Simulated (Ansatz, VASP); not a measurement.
# HfO2 (1T-HfO2 monolayer) in two plane-wave programs

One calculation is typed for both programs; each brings its own data sets. How far apart do they land? The cell is taken from a series of runs on this material, whose earlier steps may have relaxed, scaled, displaced or heated it; both programs get it as it stands.

Main program and level: Ansatz 0.2.0; plane waves, with VASP 6.6.1 beside it; PBE with D3(BJ).

### 1. The starting structure

The cell holds 3 atoms: 2 O and 1 Hf. Its edges and angles: a = 3.242 Å, b = 3.242 Å, c = 19.947 Å, α = 90.0°, β = 90.0°, γ = 120.0°. Vacuum lies along c.

As a file:

```cif
data_structure
_symmetry_space_group_name_H-M 'P 1'
_symmetry_Int_Tables_number 1
_cell_length_a 3.2424
_cell_length_b 3.2424
_cell_length_c 19.9468
_cell_angle_alpha 90.000
_cell_angle_beta 90.000
_cell_angle_gamma 120.000
_cell_volume 181.61
loop_
_atom_site_label
_atom_site_type_symbol
_atom_site_fract_x
_atom_site_fract_y
_atom_site_fract_z
_atom_site_occupancy
O1 O 0.66667 0.33333 0.45120 1
O2 O 0.33333 0.66667 0.54880 1
Hf3 Hf 0.00000 0.00000 0.50000 1
```

### 2. VASP: single point, PBE with D3(BJ)

A single point takes one fixed geometry, so differences don't come from the geometry; what else differs is listed under the comparison.

Lines of VASP's logs that name or quote its potential files are left out, and so is its time.

The input, INCAR:

```
SYSTEM = HfO2
PREC = Accurate
ENCUT = 520
EDIFF = 1E-06
NELM = 120
ISMEAR = -1
SIGMA = 0.02585
LREAL = .FALSE.
ALGO = Normal
GGA = PE
IVDW = 12
NBANDS = 17
LASPH = .TRUE.
LORBIT = 11
LWAVE = .FALSE.
LCHARG = .FALSE.
ISIF = 2
LDIPOL = .TRUE.
IDIPOL = 3
DIPOL = 0.5 0.5 0.5
LVHAR = .TRUE.
GGA_COMPAT = .FALSE.
EFERMI = MIDGAP
NELMDL = -8
```

The input, POSCAR:

```
HfO2
1.0
    3.2424142691      0.0000000000      0.0000000000
   -1.6212071346      2.8080131266      0.0000000000
    0.0000000000      0.0000000000     19.9468279267
O Hf
2 1
Direct
    0.6666666667      0.3333333333      0.4511995608
    0.3333333333      0.6666666667      0.5488004392
    0.0000000000      0.0000000000      0.5000000000
```

The input, KPOINTS:

```
Automatic mesh
0
Gamma
18 18 1
0 0 0
```

PAW data sets: O and Hf_pv (PBE family, release 64).

The run is started by

```
$ mpirun -np 1 vasp_std
```

Numbers of over 12 decimals in the logs are rounded to 6 here.

The log of the run:

```text
[banner, memory and clock lines left out]
running    1 mpi-ranks, on    1 nodes
 distrk:  each k-point on    1 cores,    1 groups
 distr:  one band on    1 cores,    1 groups

 POSCAR found type information on POSCAR O Hf
 POSCAR found :  2 types and       3 ions
 LDA part: xc-table for (Slater+PW92), standard interpolation
 POSCAR, INCAR and KPOINTS ok, starting setup
 FFT: planning ... GRIDC
 FFT: planning ... GRID_SOFT
 FFT: planning ... GRID
 WAVECAR not read
 entering main loop
       N       E                     dE             d eps       ncg     rms          rms(c)
DAV:   1     0.130923500463E+03    0.13092E+03   -0.10943E+04  1554   0.101E+03
DAV:   2    -0.206073444583E+02   -0.15153E+03   -0.14588E+03  1647   0.231E+02
DAV:   3    -0.351931624193E+02   -0.14586E+02   -0.14542E+02  1586   0.744E+01
DAV:   4    -0.353867235802E+02   -0.19356E+00   -0.19325E+00  1823   0.967E+00
DAV:   5    -0.353895131944E+02   -0.27896E-02   -0.27882E-02  1728   0.108E+00
DAV:   6    -0.353895921542E+02   -0.78960E-04   -0.78953E-04  1782   0.178E-01
DAV:   7    -0.353895950020E+02   -0.28478E-05   -0.28478E-05  1771   0.313E-02
DAV:   8    -0.353895951100E+02   -0.10806E-06   -0.10805E-06  1659   0.635E-03    0.552E+01
DAV:   9    -0.300495225856E+02    0.53401E+01   -0.30212E+01  1423   0.348E+01    0.475E+01
DAV:  10    -0.298962994406E+02    0.15322E+00   -0.19926E+00  1480   0.108E+01    0.217E+01
DAV:  11    -0.298439629444E+02    0.52336E-01   -0.33467E-01  1858   0.380E+00    0.301E+00
DAV:  12    -0.298367429937E+02    0.72200E-02   -0.24755E-02  1602   0.134E+00    0.222E+00
DAV:  13    -0.298355306780E+02    0.12123E-02   -0.38444E-03  1897   0.427E-01    0.496E-01
DAV:  14    -0.298356716555E+02   -0.14098E-03   -0.42623E-04  1460   0.151E-01    0.225E-01
[...]
DAV:  19    -0.298364396642E+02   -0.20165E-03   -0.10408E-05  1787   0.119E-02    0.652E-03
DAV:  20    -0.298365408783E+02   -0.10121E-03   -0.90372E-06  1550   0.948E-03    0.767E-03
DAV:  21    -0.298365663012E+02   -0.25423E-04   -0.18168E-06  1428   0.454E-03    0.180E-03
DAV:  22    -0.298365735443E+02   -0.72431E-05   -0.20571E-07  1462   0.192E-03    0.581E-04
DAV:  23    -0.298365844034E+02   -0.10859E-04   -0.60063E-07  1419   0.223E-03    0.381E-04
DAV:  24    -0.298365862822E+02   -0.18788E-05   -0.59747E-08  1577   0.959E-04    0.859E-04
DAV:  25    -0.298365874029E+02   -0.11207E-05   -0.93522E-09  1282   0.442E-04    0.386E-04
DAV:  26    -0.298365876735E+02   -0.27056E-06   -0.35393E-09  1182   0.274E-04
   1 F= -.30157912E+02 E0= -.30157912E+02  d E =0.000000E+00
```

Parts of OUTCAR (step 2):

```text
ion  position               nearest neighbor table
   1  0.667  0.333  0.451-   3 2.11   3 2.11   3 2.11
   2  0.333  0.667  0.549-   3 2.11   3 2.11   3 2.11
   3  0.000  0.000  0.500-   1 2.11   2 2.11   2 2.11   1 2.11   1 2.11   2 2.11

  LATTYP: Found a hexagonal cell.
 ALAT       =     3.2424142691
 C/A-ratio  =     6.1518443577

 Subroutine GETGRP returns: Found 12 space group operations
 (whereof 12 operations were pure point group operations)

The static configuration has the point symmetry D_3d.

 Found     37 irreducible k-points:

   k-points           NKPTS =     37   k-points in BZ     NKDIM =     37   number of bands    NBANDS=     17

   dimension x,y,z NGX =    24 NGY =   24 NGZ =  150
   dimension x,y,z NGXF=    48 NGYF=   48 NGZF=  300

   ENCUT  =  520.0 eV  38.22 Ry    6.18 a.u.   6.03  6.03 37.09*2*pi/ulx,y,z

   NELECT =      22.0000    total number of electrons

 k-points in reciprocal lattice and weights: Automatic mesh
   0.00000000  0.00000000  0.00000000       0.003
   0.05555556 -0.00000000  0.00000000       0.019
   0.11111111 -0.00000000  0.00000000       0.019
   0.16666667  0.00000000  0.00000000       0.019
   0.22222222 -0.00000000  0.00000000       0.019
   0.27777778  0.00000000  0.00000000       0.019
   0.33333333 -0.00000000  0.00000000       0.019
   0.38888889  0.00000000  0.00000000       0.019
   0.44444444 -0.00000000  0.00000000       0.019
[...]
0.33333333  0.27777778  0.00000000       0.037
   0.33333333  0.33333333  0.00000000       0.006

 dipolmoment           0.000000      0.000000     -0.000000 electrons x Angstroem

 average (electrostatic) potential at core
       1 -78.9632       2 -78.9632       3 -46.5214

 E-fermi :  -3.4735

 k-point     1 :       0.0000    0.0000    0.0000
  band No.  band energies     occupation
    ...
      7      -9.4293      2.00000
      8      -9.0819      2.00000
      9      -6.5200      2.00000
     10      -6.1446      2.00000
     11      -6.1446      2.00000
     12      -0.7534      0.00000
     13      -0.7534      0.00000
     14      -0.3416      0.00000
     15       1.4903      0.00000
     16       1.5287      0.00000
    ...

 k-point     2 :       0.0556   -0.0000    0.0000
  band No.  band energies     occupation
    ...
      7      -9.3912      2.00000
      8      -9.0466      2.00000
      9      -6.4809      2.00000
     10      -6.2722      2.00000
     11      -6.1897      2.00000
     12      -0.7544      0.00000
     13      -0.6785      0.00000
     14      -0.2449      0.00000
     15       1.5197      0.00000
     16       1.5517      0.00000
    ...

 k-point     3 :       0.1111   -0.0000    0.0000
  band No.  band energies     occupation
    ...
      7      -9.2820      2.00000
      8      -8.9469      2.00000
      9      -6.6607      2.00000
     10      -6.3180      2.00000
     11      -6.3111      2.00000
     12      -0.7787      0.00000
     13      -0.4699      0.00000
     14       0.0116      0.00000
     15       1.5937      0.00000
     16       1.6334      0.00000
    ...

 Edisp (eV)   -0.32132

  Total      -0.75767    -0.75767    -0.44110     0.00000     0.00000     0.00000
  in kB      -6.68418    -6.68418    -3.89138     0.00000     0.00000     0.00000
  external pressure =       -5.75 kB  Pullay stress =        0.00 kB

  energy-cutoff  :      520.00
  volume of cell :      181.61
      direct lattice vectors                 reciprocal lattice vectors
     3.242414269  0.000000000  0.000000000     0.308412164  0.178061846  0.000000000
    -1.621207135  2.808013127  0.000000000     0.000000000  0.356123691  0.000000000
     0.000000000  0.000000000 19.946827927     0.000000000  0.000000000  0.050133285

 POSITION                                       TOTAL-FORCE (eV/Angst)
 -----------------------------------------------------------------------------------
      1.62121      0.93600      9.00000        -0.000000     -0.000000      0.201539
     -0.00000      1.87201     10.94683         0.000000      0.000000     -0.201539
      0.00000      0.00000      9.97341         0.000000      0.000000      0.000000
 -----------------------------------------------------------------------------------
    total drift:                                0.000000      0.000000     -0.000000

  FREE ENERGIE OF THE ION-ELECTRON SYSTEM (eV)
  ---------------------------------------------------
  free  energy   TOTEN  =       -30.1579124930 eV

  energy  without entropy=      -30.1579124930  energy(sigma->0) =      -30.15791249

 vacuum level on the upper side and lower side of the slab         2.016         2.016

 total charge
# of ion       s       p       d       tot
------------------------------------------
    1        1.564   3.501   0.000   5.066
    2        1.564   3.501   0.000   5.066
    3        0.314   6.655   1.475   8.444
--------------------------------------------------
tot          3.442  13.657   1.475  18.575

[... 3 further parts left out ...]
```

Harder data sets than Hf_pv exist (the GW ones), and pressures, volumes and forces can shift noticeably with them.

### 3. Ansatz: single point, PBE with D3(BJ)

Ansatz runs on its default PAW (the set named soft_2) files.

The same cell, functional, mesh and smearing now go to Ansatz, which takes its cutoff from its data sets.

The input, input.yaml:

```yaml
crystal:
  lattice:
    - [3.2424142691, 0.0, 0.0]
    - [-1.6212071346, 2.8080131266, 0.0]
    - [0.0, 0.0, 19.9468279267]
  atoms:
    - { symbol: O, position: [0.6666666667, 0.3333333333, 0.4511995608] }
    - { symbol: Hf, position: [0.0, 0.0, 0.5] }
    - { symbol: O, position: [0.3333333333, 0.6666666667, 0.5488004392] }
kpoints:
  mp_grid: { grid: [18, 18, 1] }
  band_path:
    path: [[0, 0, 0], [0.5, 0, 0], [0.33333333, 0.33333333, 0], [0, 0, 0]]
    npoints: 16
hamiltonian:
  xc: pbe
  dispersion: d3bj
scf:
  occupations: { method: fermi_dirac, width: 0.02585 }
  convergence: { dr2_threshold: 1.0e-10 }
efield:
  axis: 3
  dipole_correction: true
  ramp_position: 0.97
  ramp_width: 0.06
  amplitude: 0
output:
  dos: { projected: true, e_range: [-6, 5] }
  write_potential: true
  write_density: true
  volumetric_format: npy
  elf: true
```

The run is started by

```
$ ansatz run input.yaml --threads 2 --pin off --max-ram 3072MiB --backend cpu --events-out ev --progress --plain --runs-dir out
```

The log of the run:

```text
Engine: ansatz 0.2.0, aarch64-unknown-linux-gnu
Pseudopotentials: kind: paw
Pseudopotential: O, paw, valence charge 6, recommended cutoff 420 eV (normal), O.paw.azcp
Pseudopotential: Hf, paw, valence charge 26, recommended cutoff 420 eV (normal), Hf.paw.azcp
Functional definition: PBE
  parameter kappa = 0.804
  parameter beta = 0.066725
  exchange = pbe_x(kappa = kappa, mu = beta*pi^2/3)
  correlation = pbe_c(beta = beta)
Crystal: 3 atoms, lattice volume = 181.611 Å³
Basis set: ecut = 420 eV, 3631 PW (Γ)
Bands: 23, of which v1, the nominal top of the filled ones, is band 19 counted from 1 (18 counted from 0)
Symmetry: 6 space group operations
k-points: 37 of 324 (time reversal used)
Non-local potential: O, projectors of the file, l = 0: 2, l = 1: 2, l = 2: 1
Non-local potential: Hf, projectors of the file, l = 0: 3, l = 1: 2, l = 2: 2, l = 3: 3
PAW form: soft (Blöchl's): semilocal exchange-correlation on the pseudo side does not see the compensation charge
PAW one-centre angular grid: O, 110 points (default); XC on 64 Gauss nodes
PAW one-centre angular grid: Hf, 590 points (default); XC on 64 Gauss nodes
Initial density: superposition of atomic densities (neutral atoms: chi_scale 0, normalization atom), corrected by the library's trained network
Initial wavefunctions: pseudopotential atomic-orbital guess
Functional: x = pbe(κ = 0.804, μ = 0.219515), c = pbe(β = 0.066725)
SCF iter   1: F=—  HF=-16861.314866 eV  |F-HF|=—  |Δ(HF+E_count)|=         —  Δρ=1.41e-3  dr2=4.58e-3  ethr=1.77e-3  p=0.000 e·Å  D=1.16e-13 V/Å  ΔV_dip=-0.00 eV  dr2_dipole=1.75e-10  V_vac-E_F(+/−)=5.53/5.53 eV  ⟨swp⟩=7.5  Hψ=4244  notcnv=0
efield: sawtooth ramp at fractional position 0.9700 (set: `efield.ramp_position`, or a place that a band, a saddle search or an elastic batch's reference lends), width 0.0600; the density the first Hamiltonian is built on has a dipole p = 0.000 e·Å; the dipole correction subtracts the counter field D = 1.16e-13 V/Å, which shifts the + side's vacuum level by -0.00 eV against the − side's; the planar-averaged density in the ramp window peaks in size at 2.3e-6 e/Å³
preconditioner: auto → none  [insulator: Δε(μ)=4.815 eV  Ē_g=17.710 eV  σ=0.026 eV  W_gap=1.00  n_scr=12 (ndim 8)  ℏωp=16.5 eV  f_vac=0.769  D(μ)=0.00/eV (n_scr^D=0)  ε∞_Penn≈1.9]
SCF iter   2: F=—  HF=-16861.315877 eV  |F-HF|=—  |Δ(HF+E_count)|=   1.01e-3  Δρ=1.07e-3  dr2=1.71e-3  ethr=1.21e-5  p=-0.000 e·Å  D=-9.34e-6 V/Å  ΔV_dip=0.00 eV  dr2_dipole=1.44e-9  V_vac-E_F(+/−)=5.46/5.46 eV  ⟨swp⟩=3.0  Hψ=2127  notcnv=0
SCF iter   3: F=—  HF=-16861.315650 eV  |F-HF|=—  |Δ(HF+E_count)|=   2.27e-4  Δρ=4.14e-4  dr2=1.95e-4  ethr=4.51e-6  p=0.000 e·Å  D=7.79e-6 V/Å  ΔV_dip=-0.00 eV  dr2_dipole=1.04e-9  V_vac-E_F(+/−)=5.45/5.45 eV  ⟨swp⟩=2.0  Hψ=1547  notcnv=0
SCF iter   4: F=—  HF=-16861.315800 eV  |F-HF|=—  |Δ(HF+E_count)|=   1.50e-4  Δρ=1.45e-4  dr2=1.46e-5  ethr=5.13e-7  p=-0.000 e·Å  D=-1.20e-5 V/Å  ΔV_dip=0.00 eV  dr2_dipole=2.33e-9  V_vac-E_F(+/−)=5.44/5.44 eV  ⟨swp⟩=2.6  Hψ=1506  notcnv=0
SCF iter   5: F=—  HF=-16861.315893 eV  |F-HF|=—  |Δ(HF+E_count)|=   9.29e-5  Δρ=3.68e-5  dr2=1.84e-6  ethr=3.85e-8  p=0.000 e·Å  D=6.38e-5 V/Å  ΔV_dip=-0.00 eV  dr2_dipole=6.46e-8  V_vac-E_F(+/−)=5.43/5.43 eV  ⟨swp⟩=2.8  Hψ=1912  notcnv=0
SCF iter   6: F=—  HF=-16861.315856 eV  |F-HF|=—  |Δ(HF+E_count)|=   3.70e-5  Δρ=1.93e-5  dr2=9.78e-7  ethr=4.83e-9  p=-0.000 e·Å  D=-7.09e-5 V/Å  ΔV_dip=0.00 eV  dr2_dipole=7.98e-8  V_vac-E_F(+/−)=5.43/5.43 eV  ⟨swp⟩=2.9  Hψ=1595  notcnv=0
SCF iter   7: F=—  HF=-16861.315856 eV  |F-HF|=—  |Δ(HF+E_count)|=   1.78e-8  Δρ=5.32e-6  dr2=3.99e-8  ethr=2.57e-9  p=0.000 e·Å  D=1.11e-5 V/Å  ΔV_dip=-0.00 eV  dr2_dipole=1.99e-9  V_vac-E_F(+/−)=5.43/5.43 eV  ⟨swp⟩=2.0  Hψ=1059  notcnv=0
SCF iter   8: F=—  HF=-16861.315856 eV  |F-HF|=—  |Δ(HF+E_count)|=   2.28e-8  Δρ=1.84e-6  dr2=2.50e-9  ethr=1.05e-10  p=0.000 e·Å  D=1.57e-6 V/Å  ΔV_dip=-0.00 eV  dr2_dipole=3.31e-11  V_vac-E_F(+/−)=5.43/5.43 eV  ⟨swp⟩=2.5  Hψ=1524  notcnv=0
SCF iter   9: F=—  HF=-16861.315856 eV  |F-HF|=—  |Δ(HF+E_count)|=   2.41e-9  Δρ=3.99e-7  dr2=1.45e-10  ethr=6.57e-12  p=0.000 e·Å  D=1.97e-7 V/Å  ΔV_dip=-0.00 eV  dr2_dipole=1.31e-12  V_vac-E_F(+/−)=5.43/5.43 eV  ⟨swp⟩=2.0  Hψ=1555  notcnv=0
SCF iter  10: F=-16861.315856 eV  HF=-16861.315856 eV  |F-HF|=7.28e-12  |Δ(HF+E_count)|=  2.00e-10  Δρ=9.91e-8  dr2=1.16e-11  ethr=1.00e-12  p=0.000 e·Å  D=2.37e-7 V/Å  ΔV_dip=-0.00 eV  dr2_dipole=3.54e-13  V_vac-E_F(+/−)=5.43/5.43 eV  ⟨swp⟩=4.8  Hψ=2674  notcnv=0
SCF 1 converged in 10 iterations: F = -16861.315856 eV  dr2 = 1.16e-11
  greatest PAW one-centre occupation: 0.999 electrons in one spin orbital (limit 2), on the Hf atom at site 1 (counted from 0), in its partial waves of l = 0
NSCF: frozen V_eff on 49 k-points
efield: sawtooth ramp at fractional position 0.9700 (kept from the solve that this one continues, or follows in the run), width 0.0600; the density the first Hamiltonian is built on has a dipole p = 0.000 e·Å; the dipole correction subtracts the counter field D = 2.37e-7 V/Å, which shifts the + side's vacuum level by -0.00 eV against the − side's; the planar-averaged density in the ramp window peaks in size at 2.0e-7 e/Å³
WARN: The output density's exchange-correlation potential varies sharply where the density is thin. Do not read a vacuum level from v_tot or v_xc, or from such a field of the output density. On a cell that repeats whose density bears no net charge and no dipole along the vacuum's axis use v_es (v_loc + v_h of the components); under efield.dipole_correction with no amplitude use v_es + v_field, which holds any externa [...]
SCF converged after 10 iterations
Free energy (F): -16861.315856 eV
Harris-Foulkes:  -16861.315856 eV  (|F-HF|=7.28e-12)
Internal energy: -16861.315856 eV  (E = F + TS)
E sigma→0 (E₀):  -16861.315856 eV
Fermi energy:    -1.315279 eV
Dipole field:    D = -0.000001 V/Å  (p = -0.000001 e·Å, saw-weighted, corrected)
Work function:   Φ+ = 5.4319 eV   Φ− = 5.4320 eV
Levels:          The Fermi level and band energies are counted from a zero that moves with the ramp; work functions are not
--- Per-component energies (eV) ---
  E_band       = -660.923146
  E_kinetic    = 770.137780
  E_local      = -42315.527399  (includes V_loc(G=0)·N_el)
  E_nonlocal   = -1147.054139
  E_hartree    = 20565.923167
  E_xc         = -447.072379
  E_vxc        = -453.720328  (∫ρ·V_xc dr)
  E_paw        = -7243.289809  (= ΣΔE_a)
  E_vpaw       = 1353.389681  (= ΣTr[D̂ρ^β])
  E_aug_tail   = 0.004924  (compensation charges beyond the density's cutoff)
  E_efield     = 0.000000  (sawtooth field / dipole correction)
  E_vefield    = 0.000000  (∫n·V_field dr)
  E_ewald      = 12955.883358
  E_disp       = -0.321360  (pairwise vdW)
  E_smearing   = -0.000000  (= −TS)
  E_closure    = -0.000000  (closes the sum)
  Σ components = -16861.315856   (vs F -16861.315856, Δ=0.00e0)
--- Band table (eV; the first three rows and the last of 37) ---
  k-point 0: bands = [... 15 lower, -6.9787, -4.3389, -3.9564, -3.9564, 1.4057, 1.4057, 1.7801, 3.5823]
  k-point 1: bands = [... 15 lower, -6.9415, -4.3005, -4.0861, -4.0034, 1.4043, 1.4811, 1.8779, 3.6126]
  k-point 2: bands = [... 15 lower, -6.8366, -4.4783, -4.1424, -4.1301, 1.3782, 1.6907, 2.1382, 3.6935]
  k-point 36: bands = [... 15 lower, -6.5976, -4.8435, -4.8435, -4.4054, 1.3423, 2.6676, 2.6676, 6.2952]
```

Reading the cycles: dr2 is the Hartree energy of the density residual (eV), the measure of convergence; HF is the Harris–Foulkes estimate of the energy, which meets the free energy F at convergence.

### 4. Comparison

Known differences besides the potentials themselves: the data sets hold 38 valence electrons in Ansatz (on its default PAW (the set named soft_2) files) and 22 in VASP; the cutoff is 420 eV in Ansatz and 520 eV in VASP. Total energies have different zeros and are not compared.

Compared:

| quantity | Ansatz | VASP | difference |
| --- | --- | --- | --- |
| gap on the k mesh (eV) | 4.837 | 4.844 | -0.007 |

A gap on the mesh is an upper bound, since the band edges may lie between its points; neither run holds spin-orbit coupling, which can move the band edges of a compound of Hf. Where the cell holds vacuum, a pressure given here is an average over it and none of the material.

### 5. What came out

| Item | Value |
| --- | --- |
| difference in gap on the k mesh (single point, PBE with D3(BJ)) | -0.0071 eV |

What this shows: The difference in gap on the k mesh is -0.0071 eV (single point, PBE with D3(BJ)), within the 0.08 eV picked in this series as the mark of a large difference. The data sets hold unlike numbers of valence electrons (38 in Ansatz and 22 in VASP), so part of the differences may come from the potentials. Such differences can come from data sets, numerical settings and the points named under the comparisons, not from the functional's error against experiment.

[Lines on the potential files, build, host, timing and source positions are cut from VASP's logs without a mark.]

[Logs are printed without paths, hosts, clocks, repeated set-up lines and the standing remarks that a program may print on its own settings, such as how far it seeks lower states.]

[Hosts, paths, dates, database ids (printed as entryN), source tags and the programs' standing remarks are cut or masked in the printed files.]
